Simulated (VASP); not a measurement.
Ge:

```
CELL_PARAMETERS angstrom
0.00000 2.82891 2.82891
2.82891 0.00000 2.82891
2.82891 2.82891 0.00000
ATOMIC_POSITIONS crystal
Ge 0.00000 0.00000 0.00000
Ge 0.25000 0.25000 0.25000
```

| Property | Result |
| --- | --- |
| Program | VASP 6.6.1 |
| Task | relaxation of cell and atoms |
| Functional | PBE |
| Potentials or basis | VASP PAW PBE potentials, release 64 (Ge_d) |
| Cutoff | 520 eV |
| k mesh | 10 × 10 × 10 |
| Occupations | gaussian, width 1 eV |
| Spin | no spin polarisation |

At the start: pressure 4.0 GPa; volume 22.64 Å³/atom.

Question: Where does the relaxation end?

Answer: Over 3 steps the energy falls by 17.1 meV/atom and the volume is 24.09 Å³/atom (+6.4 %); space group Fd-3m (No. 227, to 0.05 Å).

The path:
```tsv
step	energy change (eV)	largest force (eV/Å)	pressure (GPa)	volume (Å³)
1	0.0000	0.0000	3.96	45.28
2	-0.0317	0.0000	-0.95	49.05
3	-0.0342	0.0000	0.00	48.19
```

Final structure:
```
Ge
1.0
     0.00000    2.88829    2.88829
     2.88829    0.00000    2.88829
     2.88829    2.88829    0.00000
Ge
2
Direct
  0.00000 0.00000 0.00000
  0.25000 0.25000 0.25000
```
